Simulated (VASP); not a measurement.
# Na3AlO3 (C2/m) in VASP: notebook

Runs on Na3AlO3. Level: PBE. Tasks: equation of state.

All numbers are computed with VASP 6.6.1; they aren't measurements. Logs are shortened: lines on timing, memory, paths and dates and some standing lists are left out, and cuts for length are marked.

## (1) The crystal as given

It takes space group C2/m (No. 12, monoclinic). The conventional cell has a = 5.886 Å, b = 12.780 Å, c = 5.524 Å, α = 90.00°, β = 104.85°, γ = 90.00°. Na (site symmetry 2) has 4 O at 2.29 to 2.33 Å as nearest neighbours. Around Na (site symmetry m) lie 4 O at 2.28 to 2.48 Å. Na (site symmetry 2) has 4 O at 2.41 to 2.62 Å as nearest neighbours. Al (site symmetry 2) is surrounded by 4 O at 1.75 to 1.84 Å. Around O (site symmetry 1) lie 1 Al at 1.75 Å. O (site symmetry m) has 2 Al at 1.84 Å as nearest neighbours.

The cell was built by a generator and needn't be a form met in nature.

## (2) Equation of state, PBE, 14.34 Å³/atom

Input file INCAR:

```
ALGO = Normal
EDIFF = 1E-6
EDIFFG = -0.02
ENCUT = 520
GGA = PE
IBRION = 2
ISIF = 4
ISMEAR = 0
KPAR = 4
LASPH = True
LCHARG = False
LREAL = False
LWAVE = False
NELM = 100
NSW = 30
PREC = Accurate
SIGMA = 0.03
```

Input file KPOINTS:

```
k-points
0
Gamma
  6 6 6
```

Input file POSCAR:

```
Na3AlO3
1.0
    2.9430780000     -6.3898000000      0.0000000000
    2.9430780000      6.3898000000      0.0000000000
   -1.4155620000      0.0000000000      5.3391790000
Na Al O
6 2 6
Direct
    0.7598130000      0.2401870000      0.5000000000
    0.2401870000      0.7598130000      0.5000000000
    0.2335740000      0.2335740000      0.4707550000
    0.7664260000      0.7664260000      0.5292450000
    0.6667810000      0.3332190000      0.0000000000
    0.3332190000      0.6667810000      0.0000000000
    0.0997370000      0.9002630000      0.0000000000
    0.9002630000      0.0997370000      0.0000000000
    0.9599220000      0.6265420000      0.7660520000
    0.3734580000      0.0400780000      0.2339480000
    0.8567730000      0.8567730000      0.1512260000
    0.6265420000      0.9599220000      0.7660520000
    0.0400780000      0.3734580000      0.2339480000
    0.1432270000      0.1432270000      0.8487740000
```

Potentials or basis: VASP PAW PBE potentials, release 64 (Na_pv, Al, O).

The run is started by

```bash
cat potpaw_PBE.64/Na_pv/POTCAR potpaw_PBE.64/Al/POTCAR potpaw_PBE.64/O/POTCAR > POTCAR
mpirun -np 4 vasp_std > vasp.out
```

OUTCAR:

```text
EDIFF = 1E-6
   EDIFFG = -0.02
   ENCUT = 520
   GGA = PE
   IBRION = 2
   ISIF = 4
   ISMEAR = 0
   LASPH = True
   LREAL = False
   NELM = 100
   NSW = 30
   PREC = Accurate

 ion  position               nearest neighbor table
   1  0.760  0.240  0.500-   9 2.29  10 2.29  12 2.33  13 2.33
   2  0.240  0.760  0.500-  12 2.29  13 2.29   9 2.33  10 2.33
   3  0.234  0.234  0.471-  14 2.28   8 2.91   7 2.91
   4  0.766  0.766  0.529-  11 2.28   8 2.91   7 2.91
   5  0.667  0.333  0.000-   8 2.98   7 3.07   7 3.07
   6  0.333  0.667  0.000-   7 2.98   8 3.07   8 3.07
   7  0.100  0.900  0.000-   9 1.75  10 1.75  11 1.84  14 1.84   8 2.55   4 2.91   3 2.91   6 2.98
                             5 3.07   5 3.07
   8  0.900  0.100  0.000-  12 1.75  13 1.75  11 1.84  14 1.84   7 2.55   4 2.91   3 2.91   5 2.98
                             6 3.07   6 3.07
   9  0.960  0.627  0.766-   7 1.75   1 2.29   2 2.33
  10  0.373  0.040  0.234-   7 1.75   1 2.29   2 2.33
  11  0.857  0.857  0.151-   7 1.84   8 1.84   4 2.28
  12  0.627  0.960  0.766-   8 1.75   2 2.29   1 2.33
  13  0.040  0.373  0.234-   8 1.75   2 2.29   1 2.33
  14  0.143  0.143  0.849-   7 1.84   8 1.84   3 2.28

  LATTYP: Found a base centered monoclinic cell.
 ALAT       =     5.8861560000
 B/A-ratio  =     2.1711283221
 C/A-ratio  =     0.9384128563
 COS(beta)  =    -0.2562731923

  Lattice vectors:

 A1 = (   2.9430780000,  -6.3898000000,   0.0000000000)
 A2 = (   2.9430780000,   6.3898000000,   0.0000000000)
 A3 = (  -1.4155620000,   0.0000000000,   5.3391790000)

Analysis of symmetry for initial positions (statically):
=====================================================================
 Subroutine PRICEL returns:
 Original cell was already a primitive cell.

 Routine SETGRP: Setting up the symmetry group for a
 base centered monoclinic supercell.

 Subroutine GETGRP returns: Found  4 space group operations
 (whereof  4 operations were pure point group operations)
 out of a pool of  4 trial point group operations.

The static configuration has the point symmetry C_2h.

Analysis of symmetry for dynamics (positions and initial velocities):
=====================================================================
 Subroutine PRICEL returns:
 Original cell was already a primitive cell.

 Routine SETGRP: Setting up the symmetry group for a
 base centered monoclinic supercell.

 Subroutine GETGRP returns: Found  4 space group operations
 (whereof  4 operations were pure point group operations)
 out of a pool of  4 trial point group operations.

The dynamic configuration has the point symmetry C_2h.

 Subroutine INISYM returns: Found  4 space group operations
 (whereof  4 operations are pure point group operations),
 and found     1 'primitive' translations

----------------------------------------------------------------------------------------

                                     Primitive cell

  volume of cell :     200.8138

  direct lattice vectors                    reciprocal lattice vectors
     2.943078000 -6.389800000  0.000000000     0.169890163 -0.078249710  0.045042517
     2.943078000  6.389800000  0.000000000     0.169890163  0.078249710  0.045042517
    -1.415562000  0.000000000  5.339179000     0.000000000  0.000000000  0.187294713

  length of vectors
     7.035001930  7.035001930  5.523644464     0.192391561  0.192391561  0.187294713

  position of ions in fractional coordinates (direct lattice)
     0.759813000  0.240187000  0.500000000
     0.240187000  0.759813000  0.500000000
     0.233574000  0.233574000  0.470755000
     0.766426000  0.766426000  0.529245000
     0.666781000  0.333219000  0.000000000
     0.333219000  0.666781000  0.000000000
     0.099737000  0.900263000  0.000000000
     0.900263000  0.099737000  0.000000000
     0.959922000  0.626542000  0.766052000
     0.373458000  0.040078000  0.233948000
     0.856773000  0.856773000  0.151226000
     0.626542000  0.959922000  0.766052000
     0.040078000  0.373458000  0.233948000
     0.143227000  0.143227000  0.848774000

  ion indices of the primitive-cell ions
   primitive index   ion index
                 1           1
                 2           2
                 3           3
                 4           4
                 5           5
                 6           6
                 7           7
                 8           8
                 9           9
                10          10
                11          11
                12          12
                13          13
                14          14

----------------------------------------------------------------------------------------

 KPOINTS: k-points

Automatic generation of k-mesh.
 Grid dimensions read from file:
 generate k-points for:    6    6    6

 Generating k-lattice:

  Cartesian coordinates                     Fractional coordinates (reciprocal lattice)
     0.028315027 -0.013041618  0.007507086     0.166666667  0.000000000  0.000000000
     0.028315027  0.013041618  0.007507086     0.000000000  0.166666667  0.000000000
     0.000000000  0.000000000  0.031215786     0.000000000  0.000000000  0.166666667

  Length of vectors
     0.032065260  0.032065260  0.031215786

  Shift w.r.t. Gamma in fractional coordinates (k-lattice)
     0.000000000  0.000000000  0.000000000

 Subroutine IBZKPT returns following result:
 ===========================================

 Found     68 irreducible k-points:

 Following reciprocal coordinates:
            Coordinates               Weight
  0.000000  0.000000  0.000000      1.000000
  0.166667  0.000000  0.000000      4.000000
  0.333333  0.000000  0.000000      4.000000
  0.500000  0.000000  0.000000      2.000000
  0.166667  0.166667  0.000000      2.000000
  0.333333  0.166667  0.000000      4.000000
[... 16 lines left out ...]
 -0.333333  0.166667  0.166667      4.000000
 -0.166667  0.166667  0.166667      4.000000
 [... further k-points ...]
   k-points           NKPTS =     68   k-points in BZ     NKDIM =     68   number of bands    NBANDS=     50
   number of dos      NEDOS =    301   number of ions     NIONS =     14
   total plane-waves  NPLWV = 122472
   dimension x,y,z NGX =    54 NGY =   54 NGZ =   42
   dimension x,y,z NGXF=   108 NGYF=  108 NGZF=   84
   ions per type =               6   2   6
   NGX,Y,Z   is equivalent  to a cutoff of  12.76, 12.76, 12.64 a.u.
   NGXF,Y,Z  is equivalent  to a cutoff of  25.52, 25.52, 25.28 a.u.
 SYSTEM =  unknown system
   PREC   = accura    normal or accurate (medium, high low for compatibility)
   ISTART =      0    job   : 0-new  1-cont  2-samecut
   ICHARG =      2    charge: 1-file 2-atom 10-const
   ISPIN  =      1    spin polarized calculation?
   LNONCOLLINEAR =      F non collinear calculations
   LSORBIT =      F    spin-orbit coupling
   LASPH  =      T    aspherical Exc in radial PAW
   ENCUT  =  520.0 eV  38.22 Ry    6.18 a.u.  13.08 13.08 10.27*2*pi/ulx,y,z
   NELM   =    100;   NELMIN=  2; NELMDL= -5     # of ELM steps
   EDIFF  = 0.1E-05   stopping-criterion for ELM
   LREAL  =      F    real-space projection
   EDIFFG = -.2E-01   stopping-criterion for IOM
   NSW    =     30    number of steps for IOM
   IBRION =      2    ionic relax: 0-MD 1-quasi-New 2-CG
   NFREE  =      1    steps in history (QN), initial steepest desc. (CG)
   ISIF   =      4    stress and relaxation
   ISYM   =      2    0-nonsym 1-usesym 2-fastsym
   POTIM  = 0.5000    time-step for ionic-motion
   TEBEG  =    0.0;   TEEND  =   0.0 temperature during run
   PSTRESS=    0.0 pullay stress
   NELECT =      84.0000    total number of electrons
   NUPDOWN=      -1.0000    fix difference up-down
   EMIN   =  10.00;   EMAX   =-10.00  energy-range for DOS
   EFERMI =   0.00;   METHOD = LEGACY
   ISMEAR =     0;   SIGMA  =   0.03  broadening in eV -4-tet -1-fermi 0-gaus
   EFERMI_NEDOS =   21; number of points for ismear=-14 and -15
   IALGO  =     38    algorithm
   IMIX   =      4    mixing-type and parameters
     AMIX     =   0.40;   BMIX     =  1.00
     AMIX_MAG =   1.60;   BMIX_MAG =  1.00
  volume/ion in A,a.u.               =      14.34        96.80
  Fermi-wavevector in a.u.,A,eV,Ry     =   1.224344  2.313674 20.395378  1.499018
  Thomas-Fermi vector in A             =   2.359422
   LORBIT       =      0    0 simple, 1 ext, 2 COOP (PROOUT), +10 PAW based schemes
   GGA     = PE    functional components
   LHFCALC =     F    Hartree Fock is set to
   AEXX    =    0.0000 exact exchange contribution
   IVDW    =     0    specifies the selected vdW correction
   LEPSILON=     F    determine dielectric tensor
   LRPA    =     F    only Hartree local field effects (RPA)
 conjugate gradient relaxation of ions
 non-spin polarized calculation
 Gauss-broadening in eV      SIGMA  =   0.03
  energy-cutoff  :      520.00
  volume of cell :      200.81
 maximum number of plane-waves:      5430
 NGX is ok and might be reduce to    54
   NGX = 27   NGY = 27   NGZ = 21

 number of electron      84.0000006 magnetization

 Free energy of the ion-electron system (eV)
  ---------------------------------------------------
  ext. energy  EPLUGINS =         0.00000000
  ---------------------------------------------------
  free energy    TOTEN  =       -72.87917392 eV

  energy without entropy =      -72.87917392  energy(sigma->0) =      -72.87917392

 E-fermi :   0.8724     XC(G=0):  -8.7382

 val. band max:        0.7141030063   @ k =   0.1667   0.1667   0.5000
 cond. band min:       3.2249395741   @ k =   0.0000   0.0000   0.0000
 fundamental gap:      2.5108365678
 Fermi energy:         0.8723873660

 k-point     1 :       0.0000    0.0000    0.0000
  band No.  band energies     occupation
      1     -21.6008      2.00000
      2     -21.4500      2.00000
      3     -21.4085      2.00000
      4     -21.3861      2.00000
      5     -21.3859      2.00000
      6     -21.3803      2.00000
[... 42 lines left out ...]
     49       9.1853      0.00000
     50       9.6385      0.00000
[... 1217 lines left out ...]
     49       9.4245      0.00000
     50       9.8926      0.00000

 [... further k-points ...]
[... 5 lines left out ...]
  --------------------------------------------------------------------------------------
  -------------------------------------------------------------------------------------
  Total        0.0082689      0.0295677     -0.0075238      0.0000000      0.0000000      0.0041706
  in kB        0.0659727      0.2359036     -0.0600283      0.0000000      0.0000000      0.0332750
  external PRESSURE =       0.0806160 kB  Pullay stress =       0.0000000 kB

 VOLUME and BASIS-vectors are now :
 -----------------------------------------------------------------------------
  energy-cutoff  :      520.00
  volume of cell :      200.81
      direct lattice vectors                 reciprocal lattice vectors
     2.943078000 -6.389800000  0.000000000     0.169890163 -0.078249710  0.045042517
     2.943078000  6.389800000  0.000000000     0.169890163  0.078249710  0.045042517
    -1.415562000  0.000000000  5.339179000     0.000000000  0.000000000  0.187294713

 POSITION                                       TOTAL-FORCE (eV/Angst)
 -----------------------------------------------------------------------------------
      2.23530     -3.32031      2.66959         0.000000     -0.003541      0.000000
      2.23530      3.32031      2.66959         0.000000      0.003541      0.000000
      0.70847      0.00000      2.51345        -0.002849      0.000000      0.000416
      3.76212      0.00000      2.82573         0.002849      0.000000     -0.000416
      2.94308     -2.13139      0.00000         0.000000      0.000445      0.000000
      2.94308      2.13139      0.00000         0.000000     -0.000445      0.000000
      2.94308      5.11520      0.00000         0.000000      0.002353      0.000000
      2.94308     -5.11520      0.00000         0.000000     -0.002353      0.000000
      3.58469     -2.13023      4.09009         0.001301     -0.004916     -0.000717
      0.88590     -2.13023      1.24909        -0.001301     -0.004916      0.000717
      4.82903      0.00000      0.80742         0.003794      0.000000      0.001369
      3.58469      2.13023      4.09009         0.001301      0.004916     -0.000717
      0.88590      2.13023      1.24909        -0.001301      0.004916      0.000717
     -0.35844      0.00000      4.53176        -0.003794      0.000000     -0.001369
 -----------------------------------------------------------------------------------
    total drift:                               -0.000000      0.000000      0.000000

  FREE ENERGIE OF THE ION-ELECTRON SYSTEM (eV)
  ---------------------------------------------------
  free  energy   TOTEN  =       -72.8791739193 eV

  energy  without entropy=      -72.8791739193  energy(sigma->0) =      -72.87917392

 reached required accuracy - stopping structural energy minimisation
```

Run time: 2.4 min. Hardware: 4 MPI ranks of AMD EPYC 9R45 (Zen 5), shared host; peak memory 0.65 GiB.

What came out:

```yaml
Free_energy: -72.8792 eV
Pressure: 0.0 GPa
Largest_force: 0.005 eV/Å
Band_gap_on_the_k_mesh: 2.51 eV, indirect (least direct gap 2.54 eV)
```

## (3) Equation of state, PBE, 13.91 Å³/atom (volume scaled by 0.97)

INCAR is that of step 2.

KPOINTS is that of step 2.

POSCAR: that of step 2 with these lines changed.

```diff
@@ -2,5 +2,5 @@
 1.0
-    2.9430780000     -6.3898000000      0.0000000000
-    2.9430780000      6.3898000000      0.0000000000
-   -1.4155620000      0.0000000000      5.3391790000
+    2.9133479068     -6.3252521525      0.0000000000
+    2.9133479068      6.3252521525      0.0000000000
+   -1.4012624163      0.0000000000      5.2852442115
 Na Al O
```

Potentials or basis: VASP PAW PBE potentials, release 64 (Na_pv, Al, O).

The run is started by

```bash
cat potpaw_PBE.64/Na_pv/POTCAR potpaw_PBE.64/Al/POTCAR potpaw_PBE.64/O/POTCAR > POTCAR
mpirun -np 4 vasp_std > vasp.out
```

Wall time 17 min (4 MPI ranks of AMD EPYC 9R45 (Zen 5), shared host); peak memory 0.66 GiB.

It converged, with:

```yaml
Free_energy: -72.8497 eV
Pressure: 1.4 GPa
Largest_force: 0.019 eV/Å
Band_gap_on_the_k_mesh: 2.61 eV, indirect (least direct gap 2.65 eV)
```

## (4) Equation of state, PBE, 14.77 Å³/atom (volume scaled by 1.03)

INCAR is that of step 3.

KPOINTS is that of step 3.

POSCAR: that of step 3 with these lines changed.

```diff
@@ -2,5 +2,5 @@
 1.0
-    2.9133479068     -6.3252521525      0.0000000000
-    2.9133479068      6.3252521525      0.0000000000
-   -1.4012624163      0.0000000000      5.2852442115
+    2.9722192813     -6.4530694613      0.0000000000
+    2.9722192813      6.4530694613      0.0000000000
+   -1.4295783769      0.0000000000      5.3920455966
 Na Al O
```

The run is started by

```bash
cat potpaw_PBE.64/Na_pv/POTCAR potpaw_PBE.64/Al/POTCAR potpaw_PBE.64/O/POTCAR > POTCAR
mpirun -np 4 vasp_std > vasp.out
```

Run time: 18 min. Hardware: 4 MPI ranks of AMD EPYC 9R45 (Zen 5), shared host; peak memory 0.69 GiB.

Results (log left out):

```
Free energy            : -72.8626 eV
Pressure               : -1.1 GPa
Largest force          : 0.012 eV/Å
Band gap on the k mesh : 2.42 eV, indirect (least direct gap 2.45 eV)
```

## (5) Equation of state, PBE, 13.48 Å³/atom (volume scaled by 0.94)

INCAR is that of step 4.

KPOINTS is that of step 4.

POSCAR: that of step 4 with these lines changed.

```diff
@@ -2,5 +2,5 @@
 1.0
-    2.9722192813     -6.4530694613      0.0000000000
-    2.9722192813      6.4530694613      0.0000000000
-   -1.4295783769      0.0000000000      5.3920455966
+    2.8829983257     -6.2593593175      0.0000000000
+    2.8829983257      6.2593593175      0.0000000000
+   -1.3866648712      0.0000000000      5.2301855803
 Na Al O
```

The run is started by

```bash
cat potpaw_PBE.64/Na_pv/POTCAR potpaw_PBE.64/Al/POTCAR potpaw_PBE.64/O/POTCAR > POTCAR
mpirun -np 4 vasp_std > vasp.out
```

Run time: 19 min. Hardware: 4 MPI ranks of AMD EPYC 9R45 (Zen 5), shared host; peak memory 0.65 GiB.

The run converged. Its results:

| Quantity | Value |
| --- | --- |
| Free energy | -72.7667 eV |
| Pressure | 2.9 GPa |
| Largest force | 0.017 eV/Å |
| Band gap on the k mesh | 2.71 eV, indirect (least direct gap 2.76 eV) |

## (6) Equation of state, PBE, 15.20 Å³/atom (volume scaled by 1.06)

INCAR is that of step 5.

KPOINTS is that of step 5.

POSCAR: that of step 5 with these lines changed.

```diff
@@ -2,5 +2,5 @@
 1.0
-    2.8829983257     -6.2593593175      0.0000000000
-    2.8829983257      6.2593593175      0.0000000000
-   -1.3866648712      0.0000000000      5.2301855803
+    3.0008000662     -6.5151220127      0.0000000000
+    3.0008000662      6.5151220127      0.0000000000
+   -1.4433251661      0.0000000000      5.4438953696
 Na Al O
```

Potentials or basis: VASP PAW PBE potentials, release 64 (Na_pv, Al, O).

The run is started by

```bash
cat potpaw_PBE.64/Na_pv/POTCAR potpaw_PBE.64/Al/POTCAR potpaw_PBE.64/O/POTCAR > POTCAR
mpirun -np 4 vasp_std > vasp.out
```

Run time: 19 min. Hardware: 4 MPI ranks of AMD EPYC 9R45 (Zen 5), shared host; peak memory 0.7 GiB.

The run converged. Its results:

| Item | Value |
| --- | --- |
| Free energy | -72.8068 eV |
| Pressure | -2.1 GPa |
| Largest force | 0.018 eV/Å |
| Band gap on the k mesh | 2.33 eV, indirect (least direct gap 2.35 eV) |
